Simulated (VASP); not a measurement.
Consider the following.

```xyz
3
Lattice="0.0000 2.9929 2.9929 2.9929 0.0000 2.9929 2.9929 2.9929 0.0000" Properties=species:S:1:pos:R:3 pbc="T T T"
Cr     0.0000     0.0000     0.0000
Ge     1.4965     1.4965     1.4965
Ge     4.4894     4.4894     4.4894
```
Starting moments (μB, in the order of the record's atoms Cr Ge Ge): 3.4 0.0 0.0.

Level of theory: r2SCAN meta-GGA, VASP's PBE PAW potentials (set 64) (plane waves; VASP). Numerical set-up: 400 eV cut-off, 10×10×10 Γ-centred mesh, tetrahedra with Blöchl corrections, potentials Cr_pv Ge_d.

The moments were started parallel, and other spin orders were not tried in this run.

Question: Give the spin-up energies of bands 15 to 25 at the high-symmetry points, in eV from the Fermi level.

Answer: 
| band | Γ | X | U | L | W |
|---|---|---|---|---|---|
| 15 | -3.95 | -7.61 | -8.61 | -9.35 | -8.80 |
| 16 | -3.95 | -6.29 | -5.75 | -3.38 | -5.46 |
| 17 | -3.95 | -3.32 | -3.66 | -3.38 | -5.04 |
| 18 | -3.57 | -3.32 | -3.16 | -2.23 | -2.20 |
| 19 | -2.03 | -1.93 | -2.17 | -1.79 | -2.20 |
| 20 | -2.03 | -1.93 | -1.74 | -1.79 | -1.92 |
| 21 | 1.58 | -1.83 | -1.45 | -0.45 | -1.77 |
| 22 | 2.98 | -1.76 | -1.33 | -0.45 | -1.05 |
| 23 | 2.98 | 0.57 | 1.11 | 1.14 | 1.59 |
| 24 | 2.98 | 1.58 | 1.59 | 1.54 | 2.58 |
| 25 | 3.39 | 3.64 | 5.20 | 2.15 | 2.58 |

Question: Give the spin-down energies of bands 15 to 25 at the high-symmetry points, in eV from the Fermi level.

Answer: 
```
band      Γ      X      U      L      W
----  -----  -----  -----  -----  -----
15    -3.65  -7.41  -8.57  -9.47  -8.84
16    -2.75  -5.78  -5.28  -1.77  -4.86
17    -2.75  -3.24  -2.81  -1.77  -4.75
18    -2.75  -3.24  -2.77  -0.20  -0.51
19     1.90   1.15   0.53  -0.20  -0.51
20     1.90   1.15   1.22  -0.20   1.19
21     4.08   1.41   2.22   1.10   2.35
22     4.08   2.59   2.68   2.13   2.80
23     4.08   3.87   4.03   2.13   4.43
24     5.27   5.64   5.66   4.38   4.43
25     5.27   7.65   6.19   5.46   7.08
```

It has no gap at this level: it comes out as a metal or semimetal.

The structure was generated: CrGe2 was put into the fluorite type (Fm-3m), which need not be its known phase. It was relaxed first.
